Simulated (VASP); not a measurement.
# Be2SnCl (R-3m) in VASP: reference runs

Aim: a first look at Be2SnCl with PBE, on the cell as given.

All numbers are computed with VASP 6.6.1; they aren't measurements. Logs are shortened: lines on timing, memory, paths and dates and some standing lists are left out, and cuts for length are marked.

## Step 1: Starting point

It takes space group R-3m (No. 166, trigonal). Conventional cell: a = 3.651 Å, b = 3.651 Å, c = 20.199 Å, α = 90.00°, β = 90.00°, γ = 120.00°. Be (site symmetry 3m) has 3 Cl at 2.54 Å and 3 Sn at 2.87 Å as nearest neighbours. Sn (site symmetry -3m) has 6 Be at 2.87 Å as nearest neighbours. Cl (site symmetry -3m) has 6 Be at 2.54 Å as nearest neighbours.

The cell was built by a generator and needn't be a form met in nature.

## Step 2: Single point, PBE

File INCAR:

```
SYSTEM = Be2SnCl
ALGO = Normal ; EDIFF = 1E-7
ENCUT = 520 ; GGA = PE
ISIF = 2 ; ISMEAR = -1
LASPH = .True. ; LCHARG = .False.
LREAL = .False. ; LWAVE = .False.
NBANDS = 20 ; NELM = 100
PREC = Accurate ; SIGMA = 0.05
```

File KPOINTS:

```
k-points
0
Gamma
  9 9 9
  0 0 0
```

File POSCAR:

```
Be2SnCl
1.0
    1.8253558600      1.0538696900      6.7329455400
   -1.8253558600      1.0538696900      6.7329455400
    0.0000000000     -2.1077393900      6.7329455400
Be Sn Cl
2 1 1
Direct
    0.7634076500      0.7634076500      0.7634076500
    0.2365923500      0.2365923500      0.2365923500
    0.0000000000      0.0000000000      0.0000000000
    0.5000000000      0.5000000000      0.5000000000
```

Potentials or basis: VASP PAW PBE potentials, release 64 (Be, Sn_d, Cl).

The run is started by

```
> cat potpaw_PBE.64/Be/POTCAR potpaw_PBE.64/Sn_d/POTCAR potpaw_PBE.64/Cl/POTCAR > POTCAR
> mpirun -np 1 vasp_std > vasp.out
```

OUTCAR:

```text
SYSTEM = Be2SnCl
   EDIFF = 1E-7
   ENCUT = 520
   GGA = PE
   ISIF = 2
   ISMEAR = -1
   LASPH = .True.
   LREAL = .False.
   NELM = 100
   PREC = Accurate

 ion  position               nearest neighbor table
   1  0.763  0.763  0.763-   3 2.87   3 2.87   3 2.87
   2  0.237  0.237  0.237-   3 2.87   3 2.87   3 2.87
   3  0.000  0.000  0.000-   1 2.87   2 2.87   1 2.87   1 2.87   2 2.87   2 2.87
   4  0.500  0.500  0.500-

  LATTYP: Found a trigonal (rhomboedric) cell.
 ALAT       =     7.0551485444
 COS(alpha) =     0.8661209081

  Lattice vectors:

 A1 = (   1.8253558600,   1.0538696900,   6.7329455400)
 A2 = (  -1.8253558600,   1.0538696900,   6.7329455400)
 A3 = (   0.0000000000,  -2.1077393900,   6.7329455400)

Analysis of symmetry for initial positions (statically):
=====================================================================
 Subroutine PRICEL returns:
 Original cell was already a primitive cell.

 Routine SETGRP: Setting up the symmetry group for a
 trigonal (rhombohedral) supercell.

 Subroutine GETGRP returns: Found 12 space group operations
 (whereof 12 operations were pure point group operations)
 out of a pool of 12 trial point group operations.

The static configuration has the point symmetry D_3d.

Analysis of symmetry for dynamics (positions and initial velocities):
=====================================================================
 Subroutine PRICEL returns:
 Original cell was already a primitive cell.

 Routine SETGRP: Setting up the symmetry group for a
 trigonal (rhombohedral) supercell.

 Subroutine GETGRP returns: Found 12 space group operations
 (whereof 12 operations were pure point group operations)
 out of a pool of 12 trial point group operations.

The dynamic configuration has the point symmetry D_3d.

 Subroutine INISYM returns: Found 12 space group operations
 (whereof 12 operations are pure point group operations),
 and found     1 'primitive' translations

----------------------------------------------------------------------------------------

                                     Primitive cell

  volume of cell :      77.7125

  direct lattice vectors                    reciprocal lattice vectors
     1.825355860  1.053869690  6.732945540     0.273919191  0.158147319  0.049507802
    -1.825355860  1.053869690  6.732945540    -0.273919191  0.158147319  0.049507802
     0.000000000 -2.107739390  6.732945540     0.000000000 -0.316294638  0.049507802

  length of vectors
[... 88 lines left out ...]
   EDIFFG = 0.1E-05   stopping-criterion for IOM
   NSW    =      0    number of steps for IOM
   IBRION =     -1    ionic relax: 0-MD 1-quasi-New 2-CG
   NFREE  =      0    steps in history (QN), initial steepest desc. (CG)
   ISIF   =      2    stress and relaxation
   ISYM   =      2    0-nonsym 1-usesym 2-fastsym
   POTIM  = 0.5000    time-step for ionic-motion
   TEBEG  =    0.0;   TEEND  =   0.0 temperature during run
   PSTRESS=    0.0 pullay stress
   NELECT =      25.0000    total number of electrons
   NUPDOWN=      -1.0000    fix difference up-down
   EMIN   =  10.00;   EMAX   =-10.00  energy-range for DOS
   EFERMI =   0.00;   METHOD = LEGACY
   ISMEAR =    -1;   SIGMA  =   0.05  broadening in eV -4-tet -1-fermi 0-gaus
   EFERMI_NEDOS =   21; number of points for ismear=-14 and -15
   IALGO  =     38    algorithm
   IMIX   =      4    mixing-type and parameters
     AMIX     =   0.40;   BMIX     =  1.00
     AMIX_MAG =   1.60;   BMIX_MAG =  1.00
  volume/ion in A,a.u.               =      19.43       131.11
  Fermi-wavevector in a.u.,A,eV,Ry     =   1.121737  2.119776 17.120142  1.258295
  Thomas-Fermi vector in A             =   2.258393
   LORBIT       =      0    0 simple, 1 ext, 2 COOP (PROOUT), +10 PAW based schemes
   GGA     = PE    functional components
   LHFCALC =     F    Hartree Fock is set to
   AEXX    =    0.0000 exact exchange contribution
   IVDW    =     0    specifies the selected vdW correction
   LEPSILON=     F    determine dielectric tensor
   LRPA    =     F    only Hartree local field effects (RPA)
 non-spin polarized calculation
  energy-cutoff  :      520.00
  volume of cell :       77.71
 maximum number of plane-waves:      2111
 NGX is ok and might be reduce to    54
   NGX = 27   NGY = 27   NGZ = 27

 number of electron      25.0000000 magnetization

 Free energy of the ion-electron system (eV)
  ---------------------------------------------------
  ext. energy  EPLUGINS =         0.00000000
  ---------------------------------------------------
  free energy    TOTEN  =       -11.18710555 eV

  energy without entropy =      -11.17613744  energy(sigma->0) =      -11.18162150

 E-fermi :   5.8663     XC(G=0):  -9.4608

 val. band max:        5.8579295191   @ k =   0.3333   0.3333   0.0000
 cond. band min:       5.8764531181   @ k =  -0.2222   0.4444   0.2222
 fundamental gap:      0.0185235990
 Fermi energy:         5.8662898949

 k-point     1 :       0.0000    0.0000    0.0000
  band No.  band energies     occupation
      1     -15.5199      2.00000
      2     -15.5199      2.00000
      3     -15.4132      2.00000
      4     -15.4064      2.00000
      5     -15.4064      2.00000
      6     -12.6167      2.00000
[... 541 lines left out ...]
     19      10.3262      0.00000
     20      11.9841      0.00000

 [... further k-points ...]

------------------------ aborting loop because EDIFF is reached ----------------------------------------

  FORCE on cell =-STRESS in cart. coord.  units (eV):
  Direction    XX          YY          ZZ          XY          YZ          ZX
  --------------------------------------------------------------------------------------
  -------------------------------------------------------------------------------------
  Total       -3.0102936     -3.0102935     -2.6338770      0.0000000      0.0000000      0.0000000
  in kB      -62.0624076    -62.0624072    -54.3019286      0.0000000      0.0000000      0.0000000
  external PRESSURE =     -59.4755812 kB  Pullay stress =       0.0000000 kB

 VOLUME and BASIS-vectors are now :
 -----------------------------------------------------------------------------
  energy-cutoff  :      520.00
  volume of cell :       77.71
      direct lattice vectors                 reciprocal lattice vectors
     1.825355860  1.053869690  6.732945540     0.273919191  0.158147319  0.049507802
    -1.825355860  1.053869690  6.732945540    -0.273919191  0.158147319  0.049507802
     0.000000000 -2.107739390  6.732945540     0.000000000 -0.316294638  0.049507802

 POSITION                                       TOTAL-FORCE (eV/Angst)
 -----------------------------------------------------------------------------------
      0.00000     -0.00000     15.41995         0.000000      0.000000     -1.197988
      0.00000     -0.00000      4.77889         0.000000     -0.000000      1.197988
      0.00000      0.00000      0.00000        -0.000000     -0.000000     -0.000000
      0.00000     -0.00000     10.09942         0.000000     -0.000000     -0.000000
 -----------------------------------------------------------------------------------
    total drift:                                0.000000     -0.000000      0.000000

  FREE ENERGIE OF THE ION-ELECTRON SYSTEM (eV)
  ---------------------------------------------------
  free  energy   TOTEN  =       -11.1871055546 eV

  energy  without entropy=      -11.1761374441  energy(sigma->0) =      -11.18162150
```

OSZICAR:

```text
N       E                     dE             d eps       ncg     rms          rms(c)
DAV:   1     0.180919395711E+03    0.18092E+03   -0.11358E+04  3488   0.137E+03
DAV:   2     0.114787535845E+02   -0.16944E+03   -0.16250E+03  3540   0.365E+02
DAV:   3    -0.106939578932E+02   -0.22173E+02   -0.21748E+02  4228   0.112E+02
DAV:   4    -0.115774436696E+02   -0.88349E+00   -0.87983E+00  4224   0.233E+01
DAV:   5    -0.116003053119E+02   -0.22862E-01   -0.22856E-01  4832   0.398E+00    0.714E+00
DAV:   6    -0.112265756269E+02    0.37373E+00   -0.83361E-01  4508   0.312E+00    0.635E+00
DAV:   7    -0.111868610601E+02    0.39715E-01   -0.21848E-01  4400   0.248E+00    0.378E+00
DAV:   8    -0.111884556606E+02   -0.15946E-02   -0.37615E-02  4472   0.134E+00    0.423E-01
DAV:   9    -0.111871885218E+02    0.12671E-02   -0.98873E-03  4716   0.649E-01    0.167E-01
DAV:  10    -0.111870986919E+02    0.89830E-04   -0.11179E-03  3916   0.192E-01    0.551E-02
DAV:  11    -0.111871000985E+02   -0.14066E-05   -0.73608E-05  4688   0.493E-02    0.160E-02
DAV:  12    -0.111871072061E+02   -0.71076E-05   -0.21459E-05  4368   0.285E-02    0.179E-02
DAV:  13    -0.111871057027E+02    0.15034E-05   -0.42090E-06  4064   0.927E-03    0.123E-02
DAV:  14    -0.111871055094E+02    0.19329E-06   -0.17024E-06  4556   0.487E-03    0.497E-03
DAV:  15    -0.111871055546E+02   -0.45130E-07   -0.16167E-07  3680   0.223E-03
   1 F= -.11187106E+02 E0= -.11181621E+02  d E =-.109681E-01
```

stdout:

```text
POSCAR found type information on POSCAR BeSnCl
 POSCAR found :  3 types and       4 ions
 scaLAPACK will be used
 LDA part: xc-table for (Slater+PW92), standard interpolation
 POSCAR, INCAR and KPOINTS ok, starting setup
 FFT: planning ... GRIDC
 FFT: planning ... GRID_SOFT
 FFT: planning ... GRID
 WAVECAR not read
 entering main loop
```

It took 8.5 min on 1 thread of Intel Xeon Platinum 8259CL at 2.50GHz (Skylake/Cascade Lake), shared host; peak memory 0.48 GiB.

Results:

```yaml
Free_energy: -11.1871 eV
Pressure: -5.9 GPa
Largest_force: 1.198 eV/Å
Band_gap_on_the_k_mesh: none (metal or under the smearing width)
```

Forces on the atoms (eV/Å):
```
Be   0.000  0.000 -1.198
Be   0.000  0.000  1.198
Sn   0.000  0.000  0.000
Cl   0.000  0.000  0.000
```

Caveat: an odd number of electrons without spin polarisation forces a metal; a magnetic or distorted state may lie lower.
